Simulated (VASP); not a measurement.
Crystal: Cd4TeO3.

```
Cd Te O
1.0
     3.78119    0.09696    0.00833
    -1.80663    3.34552    0.02448
     0.02825    0.11213   13.05607
Cd Te O
4 1 3
Direct
  0.32534 0.66960 0.46512
  0.31729 0.69246 0.88123
  0.01848 0.00881 0.68232
  0.04519 0.01664 0.24967
  0.02225 0.06300 0.02035
  0.32388 0.64221 0.28270
  0.30858 0.63651 0.71339
  0.01177 0.01502 0.48614
```

The cell was built by a generator and needn't be a form met in nature.

```yaml
Program: VASP 6.6.1
Task: relaxation of cell and atoms
Functional: PBE
Potentials_or_basis: VASP PAW PBE potentials, release 64 (Cd, Te, O)
Cutoff: 520 eV
k_mesh: 7 × 7 × 2
Occupations: gaussian, width 0.15 eV
Spin: no spin polarisation
```

At the start: pressure -0.4 GPa; volume 20.93 Å³/atom.

**Question.** How do energy, volume and symmetry change on relaxing?

**Answer.** Over 24 steps the energy falls by 62.7 meV/atom and the volume is 20.68 Å³/atom (-1.2 %); space group P1 (No. 1, to 0.05 Å).

Step by step:
```
step  energy change (eV)  largest force (eV/Å)  pressure (GPa)  volume (Å³)
   1              0.0000                1.3056           -0.37       167.43
   2             -0.3352                0.8584           -0.74       166.15
   3             -0.4054                0.6037           -0.21       165.10
   4             -0.4560                0.2437            0.33       164.12
   5             -0.4586                0.2362            0.55       163.86
   6             -0.4775                0.1416           -0.18       165.65
   7             -0.4783                0.1451           -0.64       166.47
   8             -0.4786                0.1373           -0.53       166.19
   9             -0.4884                0.1500           -0.05       165.04
  10             -0.4890                0.1776            0.34       164.26
  11             -0.4893                0.1694            0.30       164.50
  12             -0.4955                0.0872            0.03       165.06
  13             -0.4960                0.0992           -0.02       165.26
  14             -0.4983                0.0537            0.02       165.33
  15             -0.4987                0.0495            0.03       165.36
  16             -0.4983                0.0985            0.07       165.41
  17             -0.4988                0.0557            0.03       165.37
  18             -0.4999                0.0446           -0.04       165.54
  19             -0.5001                0.0454           -0.07       165.61
  20             -0.5001                0.0687           -0.12       165.75
  21             -0.5001                0.0501           -0.11       165.67
  22             -0.5009                0.0392            0.08       165.25
  23             -0.5010                0.0392            0.12       165.13
  24             -0.5017                0.0276            0.00       165.40
```

Final structure:
```yaml
crystal:
  lattice:
    - [3.84370, 0.00963, 0.02444]
    - [-1.91779, 3.32202, -0.03116]
    - [0.08022, -0.05991, 12.93585]
  atoms:
    - { symbol: Cd, position: [0.34065, 0.66876, 0.46042] }
    - { symbol: Cd, position: [0.33442, 0.69990, 0.88462] }
    - { symbol: Cd, position: [0.00016, 0.00327, 0.67010] }
    - { symbol: Cd, position: [0.01456, 0.99544, 0.25022] }
    - { symbol: Te, position: [0.99631, 0.03704, 0.01788] }
    - { symbol: O, position: [0.34780, 0.66502, 0.28473] }
    - { symbol: O, position: [0.33448, 0.67188, 0.71634] }
    - { symbol: O, position: [0.00442, 0.00292, 0.49661] }
```
